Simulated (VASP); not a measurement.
OSZICAR of a VASP run on NaI (rock salt):

### OSZICAR
```
       N       E                     dE             d eps       ncg     rms          rms(c)
DAV:   1     0.780023595578E+02    0.78002E+02   -0.68394E+03   440   0.115E+03
DAV:   2     0.147338956825E+01   -0.76529E+02   -0.72424E+02   481   0.242E+02
DAV:   3    -0.529095814609E+01   -0.67643E+01   -0.67279E+01   545   0.697E+01
DAV:   4    -0.549318974468E+01   -0.20223E+00   -0.20195E+00   514   0.133E+01
DAV:   5    -0.549928289247E+01   -0.60931E-02   -0.60928E-02   527   0.232E+00    0.178E+00
DAV:   6    -0.544427411586E+01    0.55009E-01   -0.77318E-02   500   0.175E+00    0.120E+00
DAV:   7    -0.543655681120E+01    0.77173E-02   -0.67145E-02   506   0.158E+00    0.559E-01
DAV:   8    -0.543818981518E+01   -0.16330E-02   -0.43870E-03   461   0.640E-01    0.152E-01
DAV:   9    -0.543816683393E+01    0.22981E-04   -0.13179E-04   515   0.121E-01    0.533E-02
DAV:  10    -0.543817765678E+01   -0.10823E-04   -0.43478E-05   506   0.780E-02    0.106E-02
DAV:  11    -0.543817665915E+01    0.99764E-06   -0.50492E-06   488   0.255E-02    0.138E-03
DAV:  12    -0.543817683160E+01   -0.17245E-06   -0.31245E-07   500   0.532E-03    0.750E-04
DAV:  13    -0.543817689478E+01   -0.63183E-07   -0.17284E-08   298   0.103E-03
   1 F= -.54381769E+01 E0= -.54381769E+01  d E =-.124630E-14
```

Which electronic solver shows in the log?

It is blocked Davidson (ALGO = Normal, or the opening steps of other solvers). The INCAR had ALGO = Normal.

Can the final energy be trusted as converged?

Self-consistency was reached. It stopped with EDIFF = 1E-7, NELM = 100 (PW91 GGA, plane waves, VASP's PBE PAW potentials (set 64)).

The compound is NaI in the rock salt structure. This cell is one point of a volume scan, at 0.97 of the reference volume.
